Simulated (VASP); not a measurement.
The system is LaPt2.

```
La Pt
1.0
     3.86840    0.00000    0.00000
    -1.93420    3.35013    0.00000
     0.00000    0.00000    4.16906
La Pt
1 2
Cartesian
  0.0000 0.0000 0.0000
  0.0000 2.2334 2.0845
  1.9342 1.1167 2.0845
```

The cell was built by a generator and needn't be a form met in nature.

- Program: VASP 6.6.1
- Task: relaxation of cell and atoms
- Functional: LDA
- Potentials or basis: VASP PAW LDA potentials, release 64 (La, Pt)
- Cutoff: 600 eV
- k mesh: 12 × 12 × 9
- Occupations: methfessel-paxton, width 0.1 eV
- Spin: no spin polarisation

At the start: pressure 62.2 GPa; volume 18.01 Å³/atom.

Where does the relaxation end?

Over 12 steps the energy falls by 924.6 meV/atom and the volume is 21.77 Å³/atom (+20.9 %); space group P6/mmm (No. 191, to 0.05 Å).

The path:
| step | energy change (eV) | largest force (eV/Å) | pressure (GPa) | volume (Å³) |
| --- | --- | --- | --- | --- |
| 1 | 0.0000 | 0.0000 | 62.17 | 54.03 |
| 2 | 4.3030 | 0.0000 | -18.70 | 126.67 |
| 3 | -2.4449 | 0.0000 | -10.03 | 73.79 |
| 4 | -2.5814 | 0.0000 | -5.43 | 70.64 |
| 5 | -2.6089 | 0.0000 | -1.52 | 68.54 |
| 6 | -2.6085 | 0.0000 | -2.14 | 68.85 |
| 7 | -2.7228 | 0.0000 | -0.67 | 67.08 |
| 8 | -2.7587 | 0.0000 | 0.58 | 65.90 |
| 9 | -2.7564 | 0.0000 | 3.36 | 63.41 |
| 10 | -2.7668 | 0.0000 | 2.16 | 64.51 |
| 11 | -2.7502 | 0.0000 | -3.62 | 66.73 |
| 12 | -2.7739 | 0.0000 | -0.02 | 65.30 |

Final structure:
```
La Pt
1.0
     4.42198    0.00000    0.00000
    -2.21099    3.82954    0.00000
     0.00000    0.00000    3.85602
La Pt
1 2
Direct
  0.00000 0.00000 0.00000
  0.33333 0.66667 0.50000
  0.66667 0.33333 0.50000
```

Caveat: the volume moved by over 15 % at a fixed basis, so the end points are rough.
